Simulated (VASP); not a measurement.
Method: PBEsol GGA, VASP's PBE PAW potentials (set 64) (plane waves; VASP 6.6.1).

Input for VASP

INCAR:
```
SYSTEM = BPt
PREC = Accurate
ENCUT = 400
EDIFF = 1E-6
NELM = 100
ALGO = Normal
LREAL = .FALSE.
LASPH = .TRUE.
ISMEAR = 0
SIGMA = 0.136
GGA = PS
LMAXMIX = 6
LWAVE = .FALSE.
LCHARG = .FALSE.
ISIF = 2
```

File POSCAR:
```
BPt
5.3553380
  1.0000000000   0.0000000000   0.0000000000
 -0.5000000000   0.8660254497   0.0000000000
  0.0000000000   0.0000000000   0.8069141481
Pt B
3 3
Direct
  0.5000000000   0.0000000000   0.0000000000
  0.5000000000   0.5000000000   0.0000000000
  0.0000000000   0.5000000000   0.0000000000
  0.0000000000   0.0000000000   0.0000000000
  0.3333330000   0.6666670000   0.5000000000
  0.6666670000   0.3333330000   0.5000000000
```

KPOINTS:
```
Automatic mesh
0
Gamma
4 4 4
0 0 0
```

POTCAR, in this order: Pt B (PBE.64 set). Program: vasp_std.

The run wrote:

File OSZICAR:
```
       N       E                     dE             d eps       ncg     rms          rms(c)
DAV:   1     0.147854912758E+03    0.14785E+03   -0.15535E+04   552   0.122E+03
DAV:   2    -0.246131470459E+02   -0.17247E+03   -0.16790E+03   643   0.236E+02
DAV:   3    -0.353353377284E+02   -0.10722E+02   -0.10454E+02   824   0.471E+01
DAV:   4    -0.355729487309E+02   -0.23761E+00   -0.23682E+00   670   0.802E+00
DAV:   5    -0.355834648245E+02   -0.10516E-01   -0.10510E-01   864   0.145E+00    0.169E+01
DAV:   6    -0.342597486475E+02    0.13237E+01   -0.14394E+01   774   0.231E+01    0.966E+00
DAV:   7    -0.338512795646E+02    0.40847E+00   -0.20716E+00   702   0.859E+00    0.542E+00
DAV:   8    -0.337851000331E+02    0.66180E-01   -0.36676E-01   637   0.332E+00    0.922E-01
DAV:   9    -0.337778807245E+02    0.72193E-02   -0.15993E-02   752   0.747E-01    0.623E-01
DAV:  10    -0.337756274076E+02    0.22533E-02   -0.17077E-02   696   0.584E-01    0.993E-02
DAV:  11    -0.337756027255E+02    0.24682E-04   -0.10429E-03   743   0.207E-01    0.356E-02
DAV:  12    -0.337756795478E+02   -0.76822E-04   -0.11210E-04   659   0.539E-02    0.208E-02
DAV:  13    -0.337756779940E+02    0.15537E-05   -0.29248E-05   768   0.239E-02    0.747E-03
DAV:  14    -0.337756784215E+02   -0.42752E-06   -0.32125E-06   571   0.115E-02
   1 F= -.33775678E+02 E0= -.33762674E+02  d E =-.260096E-01
```

File OUTCAR:
```
------------------------ aborting loop because EDIFF is reached ----------------------------------------
  FORCE on cell =-STRESS in cart. coord.  units (eV):
  Direction    XX          YY          ZZ          XY          YZ          ZX
  --------------------------------------------------------------------------------------
  Total      -15.6109414    -15.6109430    -25.6949016      0.0000000      0.0000000      0.0000000
  in kB     -233.0349341   -233.0349588   -383.5649339      0.0000000      0.0000000      0.0000000
  external PRESSURE =    -283.2116089 kB  Pullay stress =       0.0000000 kB
  volume of cell :      107.33
      direct lattice vectors                 reciprocal lattice vectors
     5.355338000  0.000000000  0.000000000     0.186729577  0.107808366  0.000000000
    -2.677669000  4.637859000  0.000000000     0.000000000  0.215616732  0.000000000
     0.000000000  0.000000000  4.321298000     0.000000000  0.000000000  0.231411951
 POSITION                                       TOTAL-FORCE (eV/Angst)
 -----------------------------------------------------------------------------------
      2.67767      0.00000      0.00000        -0.000000     -0.000000      0.000000
      1.33883      2.31893      0.00000        -0.000000     -0.000000      0.000000
     -1.33883      2.31893      0.00000        -0.000000     -0.000000      0.000000
      0.00000      0.00000      0.00000        -0.000000     -0.000000      0.000000
     -0.00000      3.09191      2.16065        -0.000000      0.000000      0.000000
      2.67767      1.54595      2.16065         0.000000      0.000000      0.000000
 -----------------------------------------------------------------------------------
    total drift:                                0.000000      0.000000     -0.000000
  FREE ENERGIE OF THE ION-ELECTRON SYSTEM (eV)
  ---------------------------------------------------
  free  energy   TOTEN  =       -33.7756784215 eV

  energy  without entropy=      -33.7496688638  energy(sigma->0) =      -33.76267364
```
(Selected blocks of OUTCAR.)

At this cut-off the stress carries a Pulay error, which pulls relaxed volumes low.

The structure was generated: BPt was put into an ordered model structure, which need not be its known phase. The cell was not relaxed at this level. The k-mesh is coarse (spacing up to 0.36 per Å, 2π included), so the numbers may not be converged in it. The run is one of a series of settings (GGA = PS against the base run), some of them coarse on purpose. The electron count is odd and the run is not spin-polarised, which forces a metal.
